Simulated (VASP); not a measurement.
Here is a VASP 6.6.1 calculation.

File INCAR:

```
SYSTEM = NaLaMnMoO6
ALGO = Normal
EDIFF = 1E-6
EDIFFG = -0.02
ENCUT = 600
GGA = PS
IBRION = 2
ISIF = 3
ISMEAR = -1
ISPIN = 2
KPAR = 4
LASPH = .True.
LCHARG = .False.
LMAXMIX = 6
LORBIT = 11
LREAL = .False.
LWAVE = .False.
MAGMOM = 0 0 4 1 0 0 0 0 0 0
NELM = 120
NSW = 40
PREC = Accurate
SIGMA = 0.05
```

File KPOINTS:

```
k-points
0
Gamma
  6 6 6
  0 0 0
```

The input POSCAR:

```
NaLaMnMoO6
1.0
    4.7224200000     -2.7368800000      0.0020400000
    4.7224200000      2.7368800000      0.0020400000
   -3.1779600000      0.0000000000      4.4700000000
Na La Mn Mo O
1 1 1 1 6
Direct
    0.2502100000      0.2502100000      0.7445900000
    0.7511700000      0.7511700000      0.2570700000
    0.4991800000      0.4991800000      0.4991700000
    0.0011000000      0.0011000000      0.0011400000
    0.2850300000      0.7810600000      0.2852000000
    0.7810600000      0.2850300000      0.2852000000
    0.2518700000      0.2518700000      0.1877500000
    0.7477700000      0.7477700000      0.8112400000
    0.2188300000      0.7140700000      0.7152500000
    0.7140700000      0.2188300000      0.7152500000
```

Potentials or basis: VASP PAW PBE potentials, release 64 (Na_pv, La, Mn_pv, Mo_sv, O).

Run with:

```sh
$ cat potpaw_PBE.64/Na_pv/POTCAR potpaw_PBE.64/La/POTCAR potpaw_PBE.64/Mn_pv/POTCAR potpaw_PBE.64/Mo_sv/POTCAR potpaw_PBE.64/O/POTCAR > POTCAR
$ mpirun -np 4 vasp_std > vasp.out
```

Task: Predict the space group after relaxing (to 0.05 Å).

Result: Cm (No. 8).

Task: Predict the site moments.

Result: Na +0.00; La -0.02; Mn +2.08; Mo -0.59; O +0.01 μB.

Forces on the atoms (eV/Å):
```
Na  -0.001  0.000  0.004
La  -0.009  0.000  0.001
Mn   0.002  0.000 -0.007
Mo  -0.011  0.000 -0.002
O   -0.003  0.005 -0.005
O   -0.003 -0.005 -0.005
O   -0.006  0.000  0.012
O    0.008  0.000  0.007
O    0.012  0.000 -0.002
O    0.012  0.000 -0.002
```

Caveat: the PAW data sets were made with another functional, which shifts forces and pressure a little; a cell with one magnetic atom can't hold antiferromagnetic order, which such compounds often take. The run has no spin-orbit coupling, so splittings on La are missing.
